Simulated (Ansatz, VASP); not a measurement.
# InAs: VASP beside Ansatz

One calculation is typed for both programs; each brings its own data sets. How far apart do they land? The cell is taken from a series of runs on this material, whose earlier steps may have relaxed, scaled, displaced or heated it; both programs get it as it stands.

Program: Ansatz 0.2.0. Level of theory: plane waves, with VASP 6.6.1 beside it; PBEsol. Results are calculated unless marked as measured.

## (1) Set-up

It takes space group F-43m (No. 216, cubic). Conventional cell: a = 6.026 Å, b = 6.026 Å, c = 6.026 Å, α = 90.00°, β = 90.00°, γ = 90.00°. Nearest to In lie 4 As at 2.61 Å. Nearest to As lie 4 In at 2.61 Å. Farther neighbours are not listed.

## (2) VASP: single point, PBEsol, pair 1

A single point takes one fixed geometry, so differences don't come from the geometry; what else differs is listed under the comparison.

Lines of VASP's logs that name or quote its potential files are left out, and so is its time.

Contents of INCAR:

```
SYSTEM = InAs
PREC = Accurate
ENCUT = 500
EDIFF = 1E-06
NELM = 120
ISMEAR = 1
SIGMA = 0.2
LREAL = .FALSE.
ALGO = Normal
GGA = PS
NBANDS = 15
LORBIT = 11
LWAVE = .FALSE.
LCHARG = .FALSE.
ISIF = 2
LASPH = .TRUE.
GGA_COMPAT = .FALSE.
```

Contents of POSCAR:

```
InAs
1.0
    0.0000000000      3.0127947791      3.0127947791
    3.0127947791      0.0000000000      3.0127947791
    3.0127947791      3.0127947791      0.0000000000
In As
1 1
Direct
    0.0000000000      0.0000000000      0.0000000000
    0.2500000000      0.2500000000      0.2500000000
```

Contents of KPOINTS:

```
Automatic mesh
0
Gamma
12 12 12
0 0 0
```

The projector-augmented-wave data sets are In_d and As (PBE family, release 64).

On the command line:

```bash
mpirun -np 1 vasp_std
```

Numbers of over 12 decimals in the logs are rounded to 6 here.

Log:

```text
[banner, memory and clock lines left out]
running    1 mpi-ranks, on    1 nodes
 distrk:  each k-point on    1 cores,    1 groups
 distr:  one band on    1 cores,    1 groups

 POSCAR found type information on POSCAR InAs
 POSCAR found :  2 types and       2 ions
|                                                                             |
|               ----> ADVICE to this user running VASP <----                  |
|                                                                             |
|     You enforced a specific xc type in the INCAR file but a different       |
|     [... a line on the potential file left out ...]
|     I HOPE YOU KNOW WHAT YOU ARE DOING!                                     |
|                                                                             |

 LDA part: xc-table for (Slater+PW92), standard interpolation
 POSCAR, INCAR and KPOINTS ok, starting setup
 FFT: planning ... GRIDC
 FFT: planning ... GRID_SOFT
 FFT: planning ... GRID
 WAVECAR not read
 entering main loop
       N       E                     dE             d eps       ncg     rms          rms(c)
DAV:   1     0.110539433860E+03    0.11054E+03   -0.81924E+03  2174   0.127E+03
DAV:   2    -0.115897361864E+01   -0.11170E+03   -0.10759E+03  2342   0.298E+02
DAV:   3    -0.858475516207E+01   -0.74258E+01   -0.73860E+01  2741   0.783E+01
DAV:   4    -0.877306659193E+01   -0.18831E+00   -0.18824E+00  2654   0.139E+01
DAV:   5    -0.878145751432E+01   -0.83909E-02   -0.83908E-02  3206   0.245E+00    0.455E+00
DAV:   6    -0.851412451268E+01    0.26733E+00   -0.40178E-01  3378   0.122E+01    0.249E+00
DAV:   7    -0.848094743714E+01    0.33177E-01   -0.11494E-01  3005   0.358E+00    0.693E-01
DAV:   8    -0.847935791954E+01    0.15895E-02   -0.13439E-02  2851   0.142E+00    0.210E-01
DAV:   9    -0.847957742992E+01   -0.21951E-03   -0.90319E-04  2630   0.281E-01    0.118E-01
DAV:  10    -0.847964847950E+01   -0.71050E-04   -0.13781E-04  3302   0.182E-01    0.704E-02
DAV:  11    -0.847966679333E+01   -0.18314E-04   -0.58760E-05  2454   0.119E-01    0.544E-02
DAV:  12    -0.847966652529E+01    0.26805E-06   -0.67770E-06  2556   0.335E-02
   1 F= -.84796665E+01 E0= -.84798019E+01  d E =0.406088E-03
```

Parts of OUTCAR (step 2):

```text
ion  position               nearest neighbor table
   1  0.000  0.000  0.000-   2 2.61   2 2.61   2 2.61   2 2.61
   2  0.250  0.250  0.250-   1 2.61   1 2.61   1 2.61   1 2.61

  LATTYP: Found a face centered cubic cell.
 ALAT       =     6.0255895582

 Subroutine GETGRP returns: Found 24 space group operations
 (whereof 24 operations were pure point group operations)

The static configuration has the point symmetry T_d .

 Found     72 irreducible k-points:

   k-points           NKPTS =     72   k-points in BZ     NKDIM =     72   number of bands    NBANDS=     15

   dimension x,y,z NGX =    32 NGY =   32 NGZ =   32
   dimension x,y,z NGXF=    64 NGYF=   64 NGZF=   64

   ENCUT  =  500.0 eV  36.75 Ry    6.06 a.u.   7.77  7.77  7.77*2*pi/ulx,y,z

   NELECT =      18.0000    total number of electrons

 k-points in reciprocal lattice and weights: Automatic mesh
   0.00000000  0.00000000  0.00000000       0.001
   0.08333333  0.00000000  0.00000000       0.005
   0.16666667  0.00000000  0.00000000       0.005
   0.25000000  0.00000000  0.00000000       0.005
   0.33333333  0.00000000  0.00000000       0.005
   0.41666667  0.00000000  0.00000000       0.005
   0.50000000  0.00000000  0.00000000       0.002
   0.08333333  0.08333333  0.00000000       0.003
   0.16666667  0.08333333  0.00000000       0.014
[...]
-0.33333333  0.50000000  0.16666667       0.007
  -0.25000000  0.50000000  0.25000000       0.003

 average (electrostatic) potential at core
       1 -96.3374       2 -49.4062

 E-fermi :   4.5231

 k-point     1 :       0.0000    0.0000    0.0000
  band No.  band energies     occupation
    ...
      6      -7.4796      2.00000
      7       4.2521      2.06658
      8       4.4808      1.34913
      9       4.4808      1.34913
     10       4.4808      1.34913
     11       8.3415     -0.00000
     12       8.3415     -0.00000
     13       8.3415     -0.00000
     14      11.8439      0.00000
     15      14.1753      0.00000

 k-point     2 :       0.0833    0.0000    0.0000
  band No.  band energies     occupation
    ...
      5      -9.7417      2.00000
      6      -7.4048      2.00000
      7       3.1870      2.00000
      8       4.3863      1.90806
      9       4.3863      1.90806
     10       5.2846     -0.00000
     11       8.3672     -0.00000
     12       8.4799     -0.00000
     13       8.4799     -0.00000
     14      12.2899      0.00000
    ...

 k-point     3 :       0.1667    0.0000    0.0000
  band No.  band energies     occupation
    ...
      5      -9.7416      2.00000
      6      -7.1887      2.00000
      7       1.9356      2.00000
      8       4.1576      2.02681
      9       4.1576      2.02681
     10       5.6967     -0.00000
     11       8.7447      0.00000
     12       8.7945      0.00000
     13       8.7945      0.00000
     14      12.9360      0.00000
    ...

  Total        0.6553088      0.6553088      0.6553088     -0.0000000      0.0000000      0.0000000
  in kB       19.1963168     19.1963168     19.1963168     -0.0000000      0.0000000      0.0000000
  external PRESSURE =      19.1963168 kB  Pullay stress =       0.0000000 kB

  energy-cutoff  :      500.00
  volume of cell :       54.69
      direct lattice vectors                 reciprocal lattice vectors
     0.000000000  3.012794779  3.012794779    -0.165958864  0.165958864  0.165958864
     3.012794779  0.000000000  3.012794779     0.165958864 -0.165958864  0.165958864
     3.012794779  3.012794779  0.000000000     0.165958864  0.165958864 -0.165958864

 POSITION                                       TOTAL-FORCE (eV/Angst)
 -----------------------------------------------------------------------------------
      0.00000      0.00000      0.00000        -0.000000     -0.000000     -0.000000
      1.50640      1.50640      1.50640         0.000000      0.000000      0.000000
 -----------------------------------------------------------------------------------
    total drift:                               -0.000000     -0.000000     -0.000000

  FREE ENERGIE OF THE ION-ELECTRON SYSTEM (eV)
  ---------------------------------------------------
  free  energy   TOTEN  =        -8.4796665253 eV

  energy  without entropy=       -8.4800726135  energy(sigma->0) =       -8.47980189

 total charge
# of ion       s       p       d       tot
------------------------------------------
    1        0.849   0.748   9.891  11.489
    2        1.222   1.569   0.023   2.814
--------------------------------------------------
tot          2.072   2.317   9.914  14.303

[... 3 further parts left out ...]
```

The run ends at a pressure of 1.92 GPa.

## (3) Ansatz: single point, PBEsol, pair 1

Ansatz runs on its PAW soft_1 files.

The same cell, functional, mesh and smearing now go to Ansatz, which takes its cutoff from its data sets.

Contents of input.yaml:

```yaml
crystal:
  lattice:
    - [0.0, 3.0127947791, 3.0127947791]
    - [3.0127947791, 0.0, 3.0127947791]
    - [3.0127947791, 3.0127947791, 0.0]
  atoms:
    - { symbol: In, position: [0.0, 0.0, 0.0] }
    - { symbol: As, position: [0.25, 0.25, 0.25] }
kpoints:
  mp_grid: { grid: [12, 12, 12] }
hamiltonian:
  xc: pbesol
  pseudopotentials: { kind: paw, azcp: { folder: soft_1 }, xc_functional: pbe }
scf:
  occupations: { method: methfessel_paxton, width: 0.2 }
output:
  forces: true
  stress: true
  eigenvalues: true
```

On the command line:

```bash
ansatz run input.yaml --threads 4 --pin off --max-ram 10240MiB --backend cpu --events-out ev --progress --plain --runs-dir out
```

Log:

```text
Engine: ansatz 0.2.0, x86_64-unknown-linux-gnu
Pseudopotentials: kind: paw
Pseudopotential: In, paw, valence charge 13, recommended cutoff 420 eV (normal), soft_1/In.paw.azcp
Pseudopotential: As, paw, valence charge 15, recommended cutoff 420 eV (normal), soft_1/As.paw.azcp
Functional definition: PBEsol
  exchange = pbesol_x
  correlation = pbesol_c
Crystal: 2 atoms, lattice volume = 54.694 Å³
Basis set: ecut = 420 eV, 1067 PW (Γ), exchange–correlation on 60×60×60 points (8 copies of the dense FFT grid, shifted against one another)
Bands: 18, of which v1, the nominal top of the filled ones, is band 14 counted from 1 (13 counted from 0)
Symmetry: 24 space group operations
Space group: F-43m (ITA 216), of the structure as read, at distance tolerance 3.8e-5 Å
k-points: 72 of 1728 (time reversal used)
Non-local potential: In, projectors of the file, l = 0: 2, l = 1: 2, l = 2: 2, l = 3: 1
Non-local potential: As, projectors of the file, l = 0: 2, l = 1: 2, l = 2: 3, l = 3: 1
PAW form: soft (Blöchl's): semilocal exchange-correlation on the pseudo side does not see the compensation charge
PAW frozen core: In, regenerated for the run's functional, and the local potential with it (the file was generated under x = pbe(κ = 0.804, μ = 0.219515), c = pbe(β = 0.066725))
PAW frozen core: As, regenerated for the run's functional, and the local potential with it (the file was generated under x = pbe(κ = 0.804, μ = 0.219515), c = pbe(β = 0.066725))
PAW one-centre angular grid: In, 590 points (default); XC on 64 Gauss nodes
PAW one-centre angular grid: As, 590 points (default); XC on 64 Gauss nodes
Initial density: superposition of atomic densities (chi_scale 0.1, normalization cell, long waves kept (reshape's long-wave potential 0.00 eV rms))
Initial wavefunctions: pseudopotential atomic-orbital guess
Functional: x = pbesol(κ = 0.804, μ = 0.123457), c = pbesol(β = 0.046)
SCF iter   1: F=—  HF=-10338.980121 eV  |F-HF|=—  |Δ(HF+E_count)|=         —  Δρ=2.92e-2  dr2=3.73e-1  ethr=3.10e-3  ⟨swp⟩=5.2  Hψ=6573  notcnv=0
preconditioner: auto → none  [insulator: Δε(μ)=0.870 eV  Ē_g=14.727 eV  σ=0.200 eV  W_gap=0.68  n_scr=14 (ndim 8)  ℏωp=21.3 eV  f_vac=0.006  D(μ)=0.06/eV (n_scr^D=0)  ε∞_Penn≈3.1]
SCF iter   2: F=—  HF=-10338.899882 eV  |F-HF|=—  |Δ(HF+E_count)|=   8.02e-2  S|Δr|=    0.00e0  Δρ=1.32e-2  dr2=6.70e-2  ethr=1.33e-3  ⟨swp⟩=2.0  Hψ=2134  notcnv=0
SCF iter   3: F=—  HF=-10338.888688 eV  |F-HF|=—  |Δ(HF+E_count)|=   1.12e-2  S|Δr|=    0.00e0  Δρ=1.99e-3  dr2=4.88e-3  ethr=2.39e-4  ⟨swp⟩=3.0  Hψ=2229  notcnv=0
SCF iter   4: F=—  HF=-10338.886909 eV  |F-HF|=—  |Δ(HF+E_count)|=   1.78e-3  S|Δr|=    0.00e0  Δρ=6.22e-4  dr2=1.04e-4  ethr=1.74e-5  ⟨swp⟩=2.0  Hψ=2305  notcnv=0
SCF iter   5: F=—  HF=-10338.886935 eV  |F-HF|=—  |Δ(HF+E_count)|=   2.62e-5  S|Δr|=    0.00e0  Δρ=1.88e-4  dr2=6.89e-6  ethr=3.73e-7  ⟨swp⟩=3.0  Hψ=2305  notcnv=0
SCF iter   6: F=—  HF=-10338.886942 eV  |F-HF|=—  |Δ(HF+E_count)|=   6.72e-6  S|Δr|=    0.00e0  Δρ=1.86e-5  dr2=1.58e-7  ethr=2.46e-8  ⟨swp⟩=2.1  Hψ=1593  notcnv=0
SCF iter   7: F=-10338.886942 eV  HF=-10338.886942 eV  |F-HF|=1.61e-8  |Δ(HF+E_count)|=   3.80e-8  S|Δr|=    0.00e0  Δρ=5.05e-6  dr2=1.09e-8  ethr=3.57e-10  ⟨swp⟩=5.4  Hψ=5765  notcnv=0
SCF 1 converged in 7 iterations: F = -10338.886942 eV  dr2 = 1.09e-8
  greatest PAW one-centre occupation: 0.999 electrons in one spin orbital (limit 2), on the As atom at site 1 (counted from 0), in its partial waves of l = 2
SCF converged after 7 iterations
Stability not checked: this state was not tested for a lower state beside it, because cold or Methfessel-Paxton smearing, or corrected tetrahedra, fill the levels in a way that the test cannot read (fill_not_monotonic; see scf.lower_state_search)
Free energy (F): -10338.886942 eV
Harris-Foulkes:  -10338.886942 eV  (|F-HF|=1.61e-8)
Internal energy: -10338.887351 eV  (E = F + TS)
E sigma→0 (E₀):  -10338.887044 eV
Entropy (-TS):   0.000409 eV (0.204 meV/atom)
Fermi energy:    7.720090 eV
Step filling:    the computed levels leave a gap of 0.0000 eV = 0.0 smearing widths at the electron count; against every level under it full and every level over it empty, smearing changes F+E_penalty+E_count by +0.166 meV and its σ→0 estimate by +0.064 meV
--- Per-component energies (eV) ---
  E_band       = -317.251118
  E_kinetic    = 317.582358
  E_local      = -3464.761183  (includes V_loc(G=0)·N_el)
  E_nonlocal   = -63.426066
  E_hartree    = 1724.111742
  E_xc         = -211.821686
  E_vxc        = -163.592764  (∫ρ·V_xc dr)
  E_paw        = -6109.608285  (= ΣΔE_a)
  E_vpaw       = -391.282032  (= ΣTr[D̂ρ^β])
  E_aug_tail   = 0.000145  (compensation charges beyond the density's cutoff)
  E_ewald      = -2532.166710
  E_core_change = 1.202334  (= ΣΔE_core)
  E_smearing   = 0.000409  (= −TS)
  E_closure    = -0.000000  (closes the sum)
  Σ components = -10338.886942   (vs F -10338.886942, Δ=0.00e0)
--- Forces (eV/Å), atoms counted from 1 ---
  atom   1  In     0.00000000    -0.00000000    -0.00000000
  atom   2  As    -0.00000000     0.00000000     0.00000000
  max |Σ_I F_I| component: 1.57e-16 eV/Å
--- Stress (GPa, compression-positive) ---
        1.833658      -0.000000      -0.000000
        0.000000       1.833658       0.000000
       -0.000000       0.000000       1.833658
  P = ⅓ Tr σ = 1.8337 GPa (18.337 kbar)
--- Band table (eV; the first three rows and the last of 72) ---
  k-point 0: bands = [... 10 lower, -4.2844, 7.4427, 7.6777, 7.6777, 7.6777, 11.5504, 11.5504, 11.5504]
  k-point 1: bands = [... 10 lower, -4.2096, 6.3824, 7.5836, 7.5836, 8.4783, 11.5745, 11.6885, 11.6885]
  k-point 2: bands = [... 10 lower, -3.9939, 5.1337, 7.3557, 7.3557, 8.8925, 11.9476, 12.0026, 12.0026]
  k-point 71: bands = [... 10 lower, -2.1584, 1.9065, 4.6507, 4.7285, 11.8947, 11.9054, 12.6364, 13.6690]
```

The column dr2 measures how far the density is from self-consistency, as an energy; F and HF (Harris–Foulkes) agree once it is small.

The run ends at a pressure of 1.83 GPa.

## (4) Side by side

Known differences besides the potentials themselves: the data sets hold 28 valence electrons in Ansatz (on its PAW soft_1 files) and 18 in VASP; the cutoff is 420 eV in Ansatz and 500 eV in VASP; Ansatz makes its cores anew for this functional, VASP keeps those of its PBE data sets. Total energies have different zeros and are not compared.

Both answers:

```csv
quantity,Ansatz,VASP,difference
pressure (GPa),1.83,1.92,-0.09
```

## (5) VASP: single point, PBEsol, pair 2

A single point takes one fixed geometry, so differences don't come from the geometry; what else differs is listed under the comparison. The cell compared in this pair holds 58.08 Å³, against 54.69 Å³ for the pair before.

INCAR is that of step 2.

Contents of POSCAR:

```
InAs
1.0
    0.0000000000      3.0736757229      3.0736757229
    3.0736757229      0.0000000000      3.0736757229
    3.0736757229      3.0736757229      0.0000000000
In As
1 1
Direct
    0.0000000000      0.0000000000      0.0000000000
    0.2500000000      0.2500000000      0.2500000000
```

KPOINTS is that of step 2.

On the command line:

```bash
mpirun -np 1 vasp_std
```

Log:

```text
[banner, memory and clock lines left out]
running    1 mpi-ranks, on    1 nodes
[...]
[... a notice as in an earlier step ...]

 LDA part: xc-table for (Slater+PW92), standard interpolation
 POSCAR, INCAR and KPOINTS ok, starting setup
[...]
entering main loop
       N       E                     dE             d eps       ncg     rms          rms(c)
DAV:   1     0.111240489010E+03    0.11124E+03   -0.80818E+03  2167   0.123E+03
DAV:   2    -0.857096597332E+00   -0.11210E+03   -0.10759E+03  2314   0.297E+02
DAV:   3    -0.855106154252E+01   -0.76940E+01   -0.76500E+01  2755   0.786E+01
DAV:   4    -0.875495645454E+01   -0.20389E+00   -0.20384E+00  2642   0.145E+01
[...]
DAV:  10    -0.848321273492E+01   -0.66055E-04   -0.11210E-04  3334   0.141E-01    0.607E-02
DAV:  11    -0.848323257257E+01   -0.19838E-04   -0.54446E-05  2440   0.969E-02    0.453E-02
DAV:  12    -0.848323285164E+01   -0.27907E-06   -0.50212E-06  2377   0.214E-02
   1 F= -.84832329E+01 E0= -.84833942E+01  d E =0.484029E-03
```

From OUTCAR (step 5):

```text
  Total       -0.5305117     -0.5305117     -0.5305117      0.0000000     -0.0000000     -0.0000000
  in kB      -14.6352936    -14.6352936    -14.6352936      0.0000000     -0.0000000     -0.0000000
  external PRESSURE =     -14.6352936 kB  Pullay stress =       0.0000000 kB

 POSITION                                       TOTAL-FORCE (eV/Angst)
 -----------------------------------------------------------------------------------
      0.00000      0.00000      0.00000         0.000000      0.000000      0.000000
      1.53684      1.53684      1.53684        -0.000000     -0.000000     -0.000000
 -----------------------------------------------------------------------------------
    total drift:                               -0.000000     -0.000000      0.000000

  FREE ENERGIE OF THE ION-ELECTRON SYSTEM (eV)
  ---------------------------------------------------
  free  energy   TOTEN  =        -8.4832328516 eV

  energy  without entropy=       -8.4837168803  energy(sigma->0) =       -8.48339419

[... 1 part as in an earlier step ...]

[... 2 further parts left out ...]
[key lines of the parts left out:]
E-fermi :   3.9315
```

The run ends at a pressure of -1.46 GPa.

## (6) Ansatz: single point, PBEsol, pair 2

The same cell, functional, mesh and smearing now go to Ansatz, which takes its cutoff from its data sets.

The cell is taken from a series of runs on this material, whose earlier steps may have relaxed, scaled, displaced or heated it; both programs get it as it stands.

input.yaml, the sections that differ from step 3:

```yaml
crystal:
  lattice:
    - [0.0, 3.0736757229, 3.0736757229]
    - [3.0736757229, 0.0, 3.0736757229]
    - [3.0736757229, 3.0736757229, 0.0]
  atoms:
    - { symbol: In, position: [0.0, 0.0, 0.0] }
    - { symbol: As, position: [0.25, 0.25, 0.25] }
# kpoints, hamiltonian, scf, output: as in step 3
```

On the command line:

```bash
ansatz run input.yaml --threads 4 --pin off --max-ram 10240MiB --backend cpu --events-out ev --progress --plain --runs-dir out
```

Log:

```text
[...]
Crystal: 2 atoms, lattice volume = 58.077 Å³
Basis set: ecut = 420 eV, 1139 PW (Γ), exchange–correlation on 60×60×60 points (8 copies of the dense FFT grid, shifted against one another)
Bands: 18, of which v1, the nominal top of the filled ones, is band 14 counted from 1 (13 counted from 0)
Symmetry: 24 space group operations
[...]
k-points: 72 of 1728 (time reversal used)
[...]
--- Band table (eV; the first three rows and the last of 72) ---
  k-point 0: bands = [... 10 lower, -4.6819, 6.3669, 6.9016, 6.9016, 6.9016, 10.7456, 10.7456, 10.7456]
  k-point 1: bands = [... 10 lower, -4.6151, 5.5064, 6.8169, 6.8169, 7.5346, 10.7510, 10.8729, 10.8729]
  k-point 2: bands = [... 10 lower, -4.4224, 4.3622, 6.6101, 6.6101, 7.9447, 11.0593, 11.1660, 11.1660]
  k-point 71: bands = [... 10 lower, -2.8170, 1.3669, 4.1219, 4.2101, 10.8715, 11.0969, 11.6953, 12.8634]
[key lines of the parts left out:]
SCF converged after 7 iterations
Free energy (F): -10338.888138 eV
Fermi energy:    6.946415 eV
P = ⅓ Tr σ = -1.5276 GPa (-15.276 kbar)
```

The run ends at a pressure of -1.53 GPa.

## (7) Comparison

What differs besides the data sets and the points named for the pairs above, as far as they apply: the data sets hold 28 valence electrons in Ansatz (on its PAW soft_1 files) and 18 in VASP. Total energies have different zeros and are not compared.

The two programs side by side:

```csv
quantity,Ansatz,VASP,difference
pressure (GPa),-1.53,-1.46,-0.06
```

## (8) Outcome

| Quantity | Value |
| --- | --- |
| difference in pressure (single point, PBEsol, pair 1) | -0.086 GPa |
| difference in pressure (single point, PBEsol, pair 2) | -0.064 GPa |

What this shows: The difference in pressure is -0.086 GPa (single point, PBEsol, pair 1), within the 1 GPa picked in this series as the mark of a large difference. The data sets hold unlike numbers of valence electrons (28 in Ansatz and 18 in VASP), so part of the differences may come from the potentials. Such differences can come from data sets, numerical settings and the points named under the comparisons, not from the functional's error against experiment.

[Lines on the potential files, build, host, timing and source positions are cut from VASP's logs without a mark.]

[Logs are printed without paths, hosts, clocks, repeated set-up lines and the standing remarks that a program may print on its own settings, such as how far it seeks lower states.]

[Hosts, paths, dates, database ids (printed as entryN), source tags and the programs' standing remarks are cut or masked in the printed files.]
